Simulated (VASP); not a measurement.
Computed with PBE GGA, VASP's PBE PAW potentials (set 64) (plane waves; VASP).

Input for VASP

File POSCAR:
```
CuAu
2.80
  1.0000000000   0.0000000000   0.0000000000
  0.0000000000   1.0000000000   0.0000000000
  0.0000000000   0.0000000000   1.3107142857
Cu Au
1 1
Cart
  0.0000000000   0.0000000000   0.0000000000
  0.5000000000   0.5000000000   0.6553571429
```

INCAR:
```
! general
SYSTEM   =  CuAu
PREC     =  Accurate
ENCUT    =  400
LREAL    =  .FALSE.   ! projection in real space or not
LASPH    =  .TRUE.   ! aspherical one-centre terms

! electronic loop
EDIFF    =  1E-6
NELM     =  100
ALGO     =  Normal   ! blocked Davidson
LMAXMIX  =  6   ! l cut-off of mixed one-centre charges

! smearing
ISMEAR   =  1   ! Methfessel-Paxton
SIGMA    =  0.1   ! width (eV)

! functional
GGA      =  PE   ! PBE

! ions
ISIF     =  2

! output
LWAVE    =  .FALSE.
LCHARG   =  .FALSE.
```

KPOINTS:
```
Automatic mesh
0
Monkhorst-Pack
13 13 10
0 0 0
```

POTCAR, in this order: Cu Au (PBE.64 set). Program: vasp_std.

What VASP printed:

OUTCAR:
```
 ion  position               nearest neighbor table
   1  0.000  0.000  0.000-   2 2.70   2 2.70   2 2.70   2 2.70   2 2.70   2 2.70   2 2.70   2 2.70
  LATTYP: Found a simple tetragonal cell.
 ALAT       =     2.8000000000
 C/A-ratio  =     1.3107142857
 Subroutine PRICEL returns:
 Original cell was already a primitive cell.
 Subroutine GETGRP returns: Found 16 space group operations
The static configuration has the point symmetry D_4h.
The dynamic configuration has the point symmetry D_4h.
 Subroutine INISYM returns: Found 16 space group operations
 Subroutine IBZKPT returns following result:
 Found    140 irreducible k-points:

 Following reciprocal coordinates:
            Coordinates               Weight
  0.000000  0.000000  0.050000      2.000000
  0.076923  0.000000  0.050000      8.000000
  0.153846  0.000000  0.050000      8.000000
  0.230769  0.000000  0.050000      8.000000
  0.307692  0.000000  0.050000      8.000000
  0.384615  0.000000  0.050000      8.000000
  0.461538  0.000000  0.050000      8.000000
  0.076923  0.076923  0.050000      8.000000
  0.153846  0.076923  0.050000     16.000000
  0.230769  0.076923  0.050000     16.000000
  0.307692  0.076923  0.050000     16.000000
  0.384615  0.076923  0.050000     16.000000
  0.461538  0.076923  0.050000     16.000000
  0.153846  0.153846  0.050000      8.000000
  0.230769  0.153846  0.050000     16.000000
  0.307692  0.153846  0.050000     16.000000
  0.384615  0.153846  0.050000     16.000000
  0.461538  0.153846  0.050000     16.000000
  0.230769  0.230769  0.050000      8.000000
  0.307692  0.230769  0.050000     16.000000
  0.384615  0.230769  0.050000     16.000000
  0.461538  0.230769  0.050000     16.000000
  0.307692  0.307692  0.050000      8.000000
  0.384615  0.307692  0.050000     16.000000
  0.461538  0.307692  0.050000     16.000000
  0.384615  0.384615  0.050000      8.000000
  0.461538  0.384615  0.050000     16.000000
  0.461538  0.461538  0.050000      8.000000
  0.000000  0.000000  0.150000      2.000000
  0.076923  0.000000  0.150000      8.000000
  0.153846  0.000000  0.150000      8.000000
  0.230769  0.000000  0.150000      8.000000
  0.307692  0.000000  0.150000      8.000000
  0.384615  0.000000  0.150000      8.000000
  0.461538  0.000000  0.150000      8.000000
  0.076923  0.076923  0.150000      8.000000
  0.153846  0.076923  0.150000     16.000000
  0.230769  0.076923  0.150000     16.000000
  0.307692  0.076923  0.150000     16.000000
  0.384615  0.076923  0.150000     16.000000
   k-points           NKPTS =    140   k-points in BZ     NKDIM =    140   number of bands    NBANDS=     15
   number of dos      NEDOS =    301   number of ions     NIONS =      2
   total plane-waves  NPLWV =   7776
   dimension x,y,z NGX =    18 NGY =   18 NGZ =   24
   dimension x,y,z NGXF=    36 NGYF=   36 NGZF=   48
   ions per type =               1   1
   PREC   = accura    normal or accurate (medium, high low for compatibility)
   ISTART =      0    job   : 0-new  1-cont  2-samecut
   ICHARG =      2    charge: 1-file 2-atom 10-const
   ISPIN  =      1    spin polarized calculation?
   LNONCOLLINEAR =      F non collinear calculations
   LSORBIT =      F    spin-orbit coupling
   INIWAV =      1    electr: 0-lowe 1-rand  2-diag
   ENCUT  =  400.0 eV  29.40 Ry    5.42 a.u.   4.57  4.57  5.98*2*pi/ulx,y,z
   NELM   =    100;   NELMIN=  2; NELMDL= -5     # of ELM steps
   EDIFF  = 0.1E-05   stopping-criterion for ELM
   LREAL  =      F    real-space projection
   NLSPLINE    = F    spline interpolate recip. space projectors
   LMAXMIX     =    6 max onsite mixed and CHGCAR
...
```

File OSZICAR:
```
       N       E                     dE             d eps       ncg     rms          rms(c)
DAV:   1     0.111262629432E+03    0.11126E+03   -0.98903E+03  4511   0.174E+03
DAV:   2    -0.456009906061E+01   -0.11582E+03   -0.10998E+03  4312   0.297E+02
DAV:   3    -0.798590878346E+01   -0.34258E+01   -0.33992E+01  5327   0.614E+01
DAV:   4    -0.802234287365E+01   -0.36434E-01   -0.36430E-01  4673   0.537E+00
DAV:   5    -0.802358971489E+01   -0.12468E-02   -0.12468E-02  6480   0.109E+00    0.118E+01
DAV:   6    -0.745207030499E+01    0.57152E+00   -0.80970E+00  4290   0.824E+01    0.550E+00
DAV:   7    -0.711411926276E+01    0.33795E+00   -0.31793E+00  5181   0.876E+01    0.594E+00
DAV:   8    -0.704801404563E+01    0.66105E-01   -0.29608E-01  5477   0.147E+01    0.277E+00
DAV:   9    -0.704118644074E+01    0.68276E-02   -0.19511E-02  6587   0.301E+00    0.114E-01
DAV:  10    -0.704095355700E+01    0.23288E-03   -0.21342E-03  5730   0.722E-01    0.670E-02
DAV:  11    -0.704095785711E+01   -0.43001E-05   -0.52399E-05  5755   0.885E-02    0.456E-02
DAV:  12    -0.704095299268E+01    0.48644E-05   -0.22082E-06  3933   0.530E-02    0.319E-03
DAV:  13    -0.704095283094E+01    0.16173E-06   -0.62211E-07  2576   0.175E-02
   1 F= -.70409528E+01 E0= -.70411961E+01  d E =0.729711E-03
```

OUTCAR:
```
------------------------ aborting loop because EDIFF is reached ----------------------------------------
  FORCE on cell =-STRESS in cart. coord.  units (eV):
  Direction    XX          YY          ZZ          XY          YZ          ZX
  --------------------------------------------------------------------------------------
  Total        1.0802728      1.0802728      1.1033283      0.0000000     -0.0000000     -0.0000000
  in kB       60.1536388     60.1536388     61.4374553      0.0000000     -0.0000000     -0.0000000
  external PRESSURE =      60.5815776 kB  Pullay stress =       0.0000000 kB
  volume of cell :       28.77
      direct lattice vectors                 reciprocal lattice vectors
     2.800000000  0.000000000  0.000000000     0.357142857  0.000000000  0.000000000
     0.000000000  2.800000000  0.000000000     0.000000000  0.357142857  0.000000000
     0.000000000  0.000000000  3.670000000     0.000000000  0.000000000  0.272479564
 POSITION                                       TOTAL-FORCE (eV/Angst)
 -----------------------------------------------------------------------------------
      0.00000      0.00000      0.00000         0.000000      0.000000      0.000000
      1.40000      1.40000      1.83500         0.000000      0.000000      0.000000
 -----------------------------------------------------------------------------------
    total drift:                                0.000000     -0.000000     -0.000000
  FREE ENERGIE OF THE ION-ELECTRON SYSTEM (eV)
  ---------------------------------------------------
  free  energy   TOTEN  =        -7.0409528309 eV

  energy  without entropy=       -7.0416825424  energy(sigma->0) =       -7.04119607
```
(Selected blocks of OUTCAR.)

The compound is CuAu in the L1_0 structure. The cell was not relaxed at this level. The run is one of a series of settings (KPOINTS 13×13×10 Monkhorst-Pack mesh against the base run), some of them coarse on purpose.
